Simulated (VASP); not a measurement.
An input for Ansatz (written as the equivalent of a VASP run, and not itself run):

Ansatz 0.2 input:
```yaml
crystal:
  lattice:
    - [1.6603646, -2.8758357, 0.0000000]
    - [1.6603646, 2.8758357, 0.0000000]
    - [0.0000000, 0.0000000, 5.1599998]
  atoms:
    - { symbol: Sc, position: [0.3333330, 0.6666670, 0.2500000] }
    - { symbol: Sc, position: [0.6666670, 0.3333330, 0.7500000] }
kpoints:
  mp_grid: { grid: [13, 13, 7] }
hamiltonian:
  xc: pbe
  pseudopotentials: { kind: paw }
scf:
  occupations: { method: methfessel_paxton, width: 0.1 }
  max_iter: 100
relax:
  max_steps: 40
  f_tol: 0.02
  cell: { p_target: 5 }
output: { forces: true, stress: true, eigenvalues: true }
```

Problem. Write the VASP files for the same calculation (PBE).

Solution. One answer among several that fit: 
File KPOINTS:
```
Automatic mesh
0
Gamma
13 13 7
0 0 0
```

### POSCAR
```
Sc
1
    1.6603645765    -2.8758357182     0.0000000000
    1.6603645765     2.8758357182     0.0000000000
    0.0000000000     0.0000000000     5.1599997645
Sc
2
Direct
  0.3333330000   0.6666670000   0.2500000000
  0.6666670000   0.3333330000   0.7500000000
```

INCAR:
```
SYSTEM=Sc
PREC=Accurate; ENCUT=500; LREAL=.False.
LASPH=.True.
EDIFF=1E-6; NELM=100; ALGO=Normal
LMAXMIX=4
ISMEAR=1; SIGMA=0.1
GGA=PE
IBRION=2; NSW=40; ISIF=3
EDIFFG=-0.02; PSTRESS=50
LWAVE=.False.; LCHARG=.False.
```

POTCAR, in this order: Sc_sv (PBE.64 set). Program: vasp_std.

The two are equivalent in intent, not identical: each code has its own PAW files, so the cut-off isn't converted (ENCUT is set for VASP's; basis.ecutwfc is left out, and Ansatz then takes the one that its files recommend); Ansatz stops its SCF on the density residual and VASP on the energy change (EDIFF).

The compound is Sc in the hcp structure. This run relaxes it under an external pressure of 5 GPa. Symmetry was kept, so distortions that lower it aren't found.
